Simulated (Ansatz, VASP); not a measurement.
# SnSe2: VASP beside Ansatz, part 2 of 2

One calculation is typed for both programs; each brings its own data sets. How far apart do they land? The cell is generated by rule, not measured, and may not be a known phase. The cell is taken from a series of runs on this material, whose earlier steps may have relaxed, scaled, displaced or heated it; both programs get it as it stands.

VASP 6.6.1 and Ansatz 0.2.0.

So far. Step 3 (Ansatz: single point, PBEsol, pair 1): The run ends at a pressure of 1.57 GPa, with forces up to 0.62 eV/Å. Step 5 (VASP: single point, PBEsol, pair 2): The run ends at a pressure of 0.07 GPa, with forces up to 0.15 eV/Å.

The structure was built from a prototype and need not be the compound's stable phase.

### 6. Ansatz: single point, PBEsol, pair 2

Level of this step: Ansatz beside VASP: Kohn-Sham DFT, plane waves, PBEsol (Ansatz).

The same cell, functional, mesh and smearing now go to Ansatz, which takes its cutoff from its data sets.

The cell is taken from a series of runs on this material, whose earlier steps may have relaxed, scaled, displaced or heated it; both programs get it as it stands.

Input file input.yaml:

```yaml
crystal:
  lattice:
    - [0.0, 0.0, -6.755646188]
    - [6.755646188, 0.0, 0.0]
    - [3.377823094, -6.755646188, -3.377823094]
  atoms:
    - { symbol: Sn, position: [0.75, 0.25, 0.5] }
    - { symbol: Sn, position: [0.25, 0.75, 0.5] }
    - { symbol: Sn, position: [0.5, 0.5, 0.0] }
    - { symbol: Sn, position: [0.0, 0.0, 0.0] }
    - { symbol: Se, position: [0.625, 0.6309209732, 0.25] }
    - { symbol: Se, position: [0.125, 0.1190790268, 0.25] }
    - { symbol: Se, position: [0.3690790268, 0.875, 0.75] }
    - { symbol: Se, position: [0.8809209732, 0.375, 0.75] }
    - { symbol: Se, position: [0.3809209732, 0.375, 0.75] }
    - { symbol: Se, position: [0.8690790268, 0.875, 0.75] }
    - { symbol: Se, position: [0.125, 0.6190790268, 0.25] }
    - { symbol: Se, position: [0.625, 0.1309209732, 0.25] }
kpoints:
  mp_grid: { grid: [6, 6, 6] }
hamiltonian:
  xc: pbesol
scf:
  occupations: { method: methfessel_paxton, width: 0.2 }
output:
  forces: true
  stress: true
  eigenvalues: true
```

Started as:

```console
ansatz run input.yaml --threads 4 --pin off --max-ram 7168MiB --backend cpu --events-out ev --progress --plain --runs-dir out
```

Numbers of over 12 decimals in the logs are rounded to 6 here.

The log of the run:

```text
[...]
Crystal: 12 atoms, lattice volume = 308.319 Å³
Basis set: ecut = 420 eV, 6063 PW (Γ), exchange–correlation on 96×96×120 points (8 copies of the dense FFT grid, shifted against one another)
Bands: 111, of which v1, the nominal top of the filled ones, is band 92 counted from 1 (91 counted from 0)
Symmetry: 16 space group operations
[...]
k-points: 30 of 216
[...]
k-point 0: bands = [... 88 lower, 8.3933, 8.8455, 8.8455, 9.0648, 9.0649, 9.1173, 9.1348, 9.3876, ... 15 higher]
  k-point 1: bands = [... 88 lower, 8.0923, 8.7440, 8.7440, 8.9618, 8.9648, 9.0240, 9.2207, 9.2407, ... 15 higher]
  k-point 2: bands = [... 88 lower, 8.1611, 8.1855, 8.4803, 8.4803, 8.8648, 8.8713, 9.3200, 9.3419, ... 15 higher]
  k-point 29: bands = [... 88 lower, 7.0831, 7.0831, 8.0336, 8.0336, 9.2577, 9.2577, 9.6348, 9.6348, ... 15 higher]
[key lines of the parts left out:]
SCF converged after 7 iterations
Free energy (F): -67191.865045 eV
Fermi energy:    8.630788 eV
P = ⅓ Tr σ = 0.0119 GPa (0.119 kbar)
```

The run ends at a pressure of 0.01 GPa, with forces up to 0.15 eV/Å.

### 7. Comparison

What differs besides the data sets and the points named for the pairs above, as far as they apply: the data sets hold 184 valence electrons in Ansatz (on its default PAW (the set named soft_2) files) and 104 in VASP. Total energies have different zeros and are not compared.

Both answers:

| quantity | Ansatz | VASP | difference |
| --- | --- | --- | --- |
| pressure (GPa) | 0.01 | 0.07 | -0.06 |

Forces on 7 of the 12 atoms, those with the largest forces and the largest differences (eV/Å; atoms numbered as in POSCAR):

| atom | Ansatz x, y, z | VASP x, y, z |
| --- | --- | --- |
| Se5 | 0.153, 0.000, 0.000 | 0.152, 0.000, 0.000 |
| Se6 | -0.153, 0.000, 0.000 | -0.152, 0.000, 0.000 |
| Se8 | 0.000, 0.000, -0.153 | 0.000, 0.000, -0.152 |
| Se9 | 0.000, 0.000, -0.153 | 0.000, 0.000, -0.152 |
| Se10 | 0.000, 0.000, 0.153 | 0.000, 0.000, 0.152 |
| Se11 | -0.153, 0.000, 0.000 | -0.152, 0.000, 0.000 |
| Se12 | 0.153, 0.000, 0.000 | 0.152, 0.000, 0.000 |

The forces differ by 0.2 meV/Å r.m.s., which is 0.3 % of the r.m.s. force of 0.072 eV/Å (both taken over all components).

### 8. VASP: single point, PBEsol, pair 3

With cell and atoms fixed, the geometry can't cause a difference; cores, projectors, grids and the points listed under the comparison can.

Input file INCAR:

```
SYSTEM = SnSe2
PREC = Accurate
ENCUT = 500
EDIFF = 1E-06
NELM = 120
ISMEAR = 1
SIGMA = 0.2
LREAL = .FALSE.
ALGO = Normal
GGA = PS
NBANDS = 64
LORBIT = 11
LWAVE = .FALSE.
LCHARG = .FALSE.
ISIF = 2
LASPH = .TRUE.
GGA_COMPAT = .FALSE.
KPAR = 2
```

Input file POSCAR:

```
SnSe2
1.0
    0.0000000000      0.0000000000     -6.7556461880
    6.7556461880      0.0000000000      0.0000000000
    3.3778230940     -6.7556461880     -3.3778230940
Sn Se
4 8
Direct
    0.7500000000      0.2500000000      0.5000000000
    0.2500000000      0.7500000000      0.5000000000
    0.5000000000      0.5000000000      0.0000000000
    0.0000000000      0.0000000000      0.0000000000
    0.6250000000      0.6368419464      0.2500000000
    0.1250000000      0.1131580536      0.2500000000
    0.3631580536      0.8750000000      0.7500000000
    0.8868419464      0.3750000000      0.7500000000
    0.3868419464      0.3750000000      0.7500000000
    0.8631580536      0.8750000000      0.7500000000
    0.1250000000      0.6131580536      0.2500000000
    0.6250000000      0.1368419464      0.2500000000
```

Input file KPOINTS:

```
Automatic mesh
0
Gamma
6 6 6
0 0 0
```

The projector-augmented-wave data sets are Sn_d and Se (PBE family, release 64).

Started as:

```console
mpirun -np 2 vasp_std
```

The log of the run:

```text
[... set-up lines as in an earlier step ...]
 entering main loop
       N       E                     dE             d eps       ncg     rms          rms(c)
DAV:   1     0.115100926290E+04    0.11510E+04   -0.43872E+04  4040   0.185E+03
DAV:   2     0.170428054946E+03   -0.98058E+03   -0.95125E+03  3896   0.546E+02
DAV:   3    -0.305917171447E+02   -0.20102E+03   -0.19399E+03  4512   0.199E+02
DAV:   4    -0.470063015112E+02   -0.16415E+02   -0.15968E+02  4552   0.563E+01
[...]
DAV:  11    -0.470163033834E+02   -0.35091E-04   -0.54230E-05  4648   0.265E-02    0.833E-03
DAV:  12    -0.470163076522E+02   -0.42688E-05   -0.81095E-06  3808   0.981E-03    0.315E-03
DAV:  13    -0.470163080627E+02   -0.41046E-06   -0.45713E-07  2616   0.406E-03
   1 F= -.47016308E+02 E0= -.47012345E+02  d E =-.118881E-01
```

OUTCAR, selected parts (step 8):

```text
  Total        0.0635797      0.1625118      0.0635797      0.0000000      0.0000000      0.0000000
  in kB        0.3303910      0.8444904      0.3303910      0.0000000      0.0000000      0.0000000
  external PRESSURE =       0.5017575 kB  Pullay stress =       0.0000000 kB

 POSITION                                       TOTAL-FORCE (eV/Angst)
 -----------------------------------------------------------------------------------
      3.37782     -3.37782     -6.75565        -0.000000     -0.000000     -0.000000
      6.75565     -3.37782     -3.37782        -0.000000      0.000000     -0.000000
      3.37782      0.00000     -3.37782        -0.000000      0.000000     -0.000000
      0.00000      0.00000      0.00000        -0.000000      0.000000     -0.000000
      5.14673     -1.68891     -5.06673         0.298589     -0.000000     -0.000000
      1.60891     -1.68891     -1.68891        -0.298589     -0.000000     -0.000000
      8.44456     -5.06673     -4.98673        -0.000000      0.000000      0.298589
      5.06673     -5.06673     -8.52456        -0.000000      0.000000     -0.298589
      5.06673     -5.06673     -5.14673        -0.000000     -0.000000     -0.298589
      8.44456     -5.06673     -8.36456        -0.000000     -0.000000      0.298589
      4.98673     -1.68891     -1.68891        -0.298589      0.000000     -0.000000
      1.76891     -1.68891     -5.06673         0.298589      0.000000     -0.000000
 -----------------------------------------------------------------------------------
    total drift:                               -0.000000     -0.000000      0.000000

  FREE ENERGIE OF THE ION-ELECTRON SYSTEM (eV)
  ---------------------------------------------------
  free  energy   TOTEN  =       -47.0163080627 eV

  energy  without entropy=      -47.0044199723  energy(sigma->0) =      -47.01234537

[... 2 parts as in an earlier step ...]

[... 1 further part left out ...]
[key lines of the parts left out:]
E-fermi :   4.6824
```

The run ends at a pressure of 0.05 GPa, with forces up to 0.30 eV/Å.

### 9. Ansatz: single point, PBEsol, pair 3

The same cell, functional, mesh and smearing now go to Ansatz, which takes its cutoff from its data sets.

The cell is taken from a series of runs on this material, whose earlier steps may have relaxed, scaled, displaced or heated it; both programs get it as it stands.

Input file input.yaml:

```yaml
crystal:
  lattice:
    - [0.0, 0.0, -6.755646188]
    - [6.755646188, 0.0, 0.0]
    - [3.377823094, -6.755646188, -3.377823094]
  atoms:
    - { symbol: Sn, position: [0.75, 0.25, 0.5] }
    - { symbol: Sn, position: [0.25, 0.75, 0.5] }
    - { symbol: Sn, position: [0.5, 0.5, 0.0] }
    - { symbol: Sn, position: [0.0, 0.0, 0.0] }
    - { symbol: Se, position: [0.625, 0.6368419464, 0.25] }
    - { symbol: Se, position: [0.125, 0.1131580536, 0.25] }
    - { symbol: Se, position: [0.3631580536, 0.875, 0.75] }
    - { symbol: Se, position: [0.8868419464, 0.375, 0.75] }
    - { symbol: Se, position: [0.3868419464, 0.375, 0.75] }
    - { symbol: Se, position: [0.8631580536, 0.875, 0.75] }
    - { symbol: Se, position: [0.125, 0.6131580536, 0.25] }
    - { symbol: Se, position: [0.625, 0.1368419464, 0.25] }
kpoints:
  mp_grid: { grid: [6, 6, 6] }
hamiltonian:
  xc: pbesol
scf:
  occupations: { method: methfessel_paxton, width: 0.2 }
output:
  forces: true
  stress: true
  eigenvalues: true
```

Started as:

```console
ansatz run input.yaml --threads 4 --pin off --max-ram 7168MiB --backend cpu --events-out ev --progress --plain --runs-dir out
```

The log of the run:

```text
[...]
Crystal: 12 atoms, lattice volume = 308.319 Å³
Basis set: ecut = 420 eV, 6063 PW (Γ), exchange–correlation on 96×96×120 points (8 copies of the dense FFT grid, shifted against one another)
Bands: 111, of which v1, the nominal top of the filled ones, is band 92 counted from 1 (91 counted from 0)
Symmetry: 16 space group operations
[...]
k-points: 30 of 216
[...]
k-point 0: bands = [... 88 lower, 8.3896, 8.8432, 8.8432, 9.0498, 9.0504, 9.1164, 9.1856, 9.4304, ... 15 higher]
  k-point 1: bands = [... 88 lower, 8.0914, 8.7436, 8.7436, 8.9503, 8.9606, 9.0642, 9.1976, 9.2747, ... 15 higher]
  k-point 2: bands = [... 88 lower, 8.1687, 8.2295, 8.4933, 8.4933, 8.8249, 8.8524, 9.2926, 9.3684, ... 15 higher]
  k-point 29: bands = [... 88 lower, 7.0861, 7.0861, 8.0352, 8.0352, 9.2606, 9.2606, 9.6381, 9.6381, ... 15 higher]
[key lines of the parts left out:]
SCF converged after 7 iterations
Free energy (F): -67191.937725 eV
Fermi energy:    8.634381 eV
P = ⅓ Tr σ = -0.0046 GPa (-0.046 kbar)
```

The run ends at a pressure of 0.00 GPa, with forces up to 0.30 eV/Å.

### 10. Comparison

What differs besides the data sets and the points named for the pairs above, as far as they apply: the data sets hold 184 valence electrons in Ansatz (on its default PAW (the set named soft_2) files) and 104 in VASP. Total energies have different zeros and are not compared.

Both answers:

| quantity | Ansatz | VASP | difference |
| --- | --- | --- | --- |
| pressure (GPa) | 0.00 | 0.05 | -0.05 |

Forces on 7 of the 12 atoms, those with the largest forces and the largest differences (eV/Å; atoms numbered as in POSCAR):

```csv
atom,"Ansatz x, y, z","VASP x, y, z"
Se5,"0.299, 0.000, 0.000","0.299, 0.000, 0.000"
Se6,"-0.299, 0.000, 0.000","-0.299, 0.000, 0.000"
Se8,"0.000, 0.000, -0.299","0.000, 0.000, -0.299"
Se9,"0.000, 0.000, -0.299","0.000, 0.000, -0.299"
Se10,"0.000, 0.000, 0.299","0.000, 0.000, 0.299"
Se11,"-0.299, 0.000, 0.000","-0.299, 0.000, 0.000"
Se12,"0.299, 0.000, 0.000","0.299, 0.000, 0.000"
```

The forces differ by 0.3 meV/Å r.m.s., which is 0.2 % of the r.m.s. force of 0.141 eV/Å (both taken over all components).

### 11. Summary of results

| Item | Value |
| --- | --- |
| r.m.s. force difference (single point, PBEsol, pair 1) | 0.82 % of the r.m.s. force |
| r.m.s. force difference (single point, PBEsol, pair 2) | 0.2 meV/Å |
| r.m.s. force difference (single point, PBEsol, pair 3) | 0.35 meV/Å |

**Reading.** The r.m.s. force difference is 0.82 % of the r.m.s. force (single point, PBEsol, pair 1), within the 3 % picked in this series as the mark of a large difference. The data sets hold unlike numbers of valence electrons (92 in Ansatz and 52 in VASP and 184 in Ansatz and 104 in VASP), so part of the differences may come from the potentials. 2 further pairs of this series are not shown here. Such differences can come from data sets, numerical settings and the points named under the comparisons, not from the functional's error against experiment.

[Lines on the potential files, build, host, timing and source positions are cut from VASP's logs without a mark.]

[Logs are printed without paths, hosts, clocks, repeated set-up lines and the standing remarks that a program may print on its own settings, such as how far it seeks lower states.]

[Hosts, paths, dates, database ids (printed as entryN), source tags and the programs' standing remarks are cut or masked in the printed files.]
